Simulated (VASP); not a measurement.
Method: r2SCAN meta-GGA, VASP's PBE PAW potentials (set 64) (plane waves; VASP).

Gaps are without spin-orbit coupling.

Order these relaxed crystals by band gap, smallest first: CdSe, F-43m (216); CuI, Pc (7); Ga2O3, C2/m (12); MoCl6, P-31m (162).

CdSe, F-43m (216) (1.04 eV), MoCl6, P-31m (162) (1.20 eV), CuI, Pc (7) (1.69 eV), Ga2O3, C2/m (12) (2.92 eV)
